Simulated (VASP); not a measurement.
All values below come from LDA (Ceperley-Alder, Perdew-Zunger), VASP's LDA PAW potentials (set 64) (plane waves; VASP).

VASP input:

File KPOINTS_OPT:
```
k-points along high-symmetry lines
5
Line-mode
Reciprocal
  0.000000   0.000000   0.000000 ! GAMMA
  0.500000   0.000000   0.000000 ! X

  0.500000   0.000000   0.000000 ! X
  0.500000   0.500000   0.000000 ! S

  0.500000   0.500000   0.000000 ! S
  0.000000   0.500000   0.000000 ! Y

  0.000000   0.500000   0.000000 ! Y
  0.000000   0.000000   0.000000 ! GAMMA

  0.000000   0.000000   0.000000 ! GAMMA
  0.000000   0.000000   0.500000 ! Z

  0.000000   0.000000   0.500000 ! Z
  0.500000   0.000000   0.500000 ! U

  0.500000   0.000000   0.500000 ! U
  0.500000   0.500000   0.500000 ! R

  0.500000   0.500000   0.500000 ! R
  0.000000   0.500000   0.500000 ! T

  0.000000   0.500000   0.500000 ! T
  0.000000   0.000000   0.500000 ! Z

  0.500000   0.000000   0.000000 ! X
  0.500000   0.000000   0.500000 ! U

  0.000000   0.500000   0.000000 ! Y
  0.000000   0.500000   0.500000 ! T

  0.500000   0.500000   0.000000 ! S
  0.500000   0.500000   0.500000 ! R
```

**INCAR**
```
ALGO = Normal
EDIFF = 1E-6
ENCUT = 300
ISIF = 2
ISMEAR = 0
LASPH = T
LCHARG = F
LMAXMIX = 6
LREAL = F
LWAVE = F
NELM = 100
PREC = Accurate
SIGMA = 0.1
SYSTEM = GaAu
```

**POSCAR**
```
GaAu
1
    6.2670000000     0.0000000000     0.0000000000
    0.0000000000     3.4210000000     0.0000000000
    0.0000000000     0.0000000000     6.3970000000
Au Ga
4 4
Direct
  0.9900000000   0.7500000000   0.1840000000
  0.0100000000   0.2500000000   0.8160000000
  0.5100000000   0.2500000000   0.6840000000
  0.4900000000   0.7500000000   0.3160000000
  0.8050000000   0.7500000000   0.5900000000
  0.1950000000   0.2500000000   0.4100000000
  0.6950000000   0.2500000000   0.0900000000
  0.3050000000   0.7500000000   0.9100000000
```

KPOINTS:
```
Automatic mesh
0
Gamma
3 5 3
0 0 0
```

POTCAR, in this order: Au Ga_d (LDA.64 set). Program: vasp_std.

Unless said otherwise, spin-orbit coupling is left out, though it shifts the bands of the heavy elements here.

Problem. What does the run give for the energy per atom (σ→0), largest force, band gap (over mesh and band path)?

Solution. 
```json
{
  "energy per atom (σ→0)": "-4.241 eV/atom",
  "band gap (over mesh and band path)": "none (metal, semimetal or under 0.01 eV)",
  "largest_force": "0.01435 Ha/bohr"
}
```

OSZICAR:
```
...
DAV:  12    -0.339418737061E+02    0.80896E-06   -0.15517E-05  1543   0.206E-02    0.602E-03
DAV:  13    -0.339418734136E+02    0.29250E-06   -0.17850E-06   958   0.847E-03
   1 F= -.33941873E+02 E0= -.33931736E+02  d E =-.202757E-01
       N       E                     dE             ncg
       N       E                     dE             ncg
       N       E                     dE             ncg
       N       E                     dE             ncg
       N       E                     dE             ncg
```

The structure comes from a measured GaAu entry of the Crystallography Open Database, whose conditions weren't checked. The cell was not relaxed at this level. The k-mesh is coarse (spacing up to 0.37 per Å, 2π included), so the numbers may not be converged in it.
